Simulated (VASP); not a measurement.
Here is the system:

```yaml
crystal:
  lattice:
    - [0.00000, 3.52241, 3.52241]
    - [3.52241, 0.00000, 3.52241]
    - [3.52241, 3.52241, 0.00000]
  atoms:
    - { symbol: Ba, position: [0.00000, 0.00000, 0.00000] }
    - { symbol: Te, position: [0.50000, 0.50000, 0.50000] }
```

All values below come from optB88-vdW, VASP's PBE PAW potentials (set 64) (plane waves; VASP). Settings: 520 eV cut-off, Gaussian smearing of 0.050 eV, potentials Ba_sv Te.

Unless said otherwise, spin-orbit coupling is left out, though it shifts the bands of the heavy elements here.

Problem. Estimate the band gap (along the path) with the smallest direct gap where there is one.

Solution. 
```
Quantity                               Result
------------------------------------  -------
band gap (along the path)             1.57 eV
smallest direct gap (along the path)  1.95 eV
```

Total energies compare only between runs with the same potentials, cut-off and functional.

The compound is BaTe in the rock salt structure. It was relaxed first.
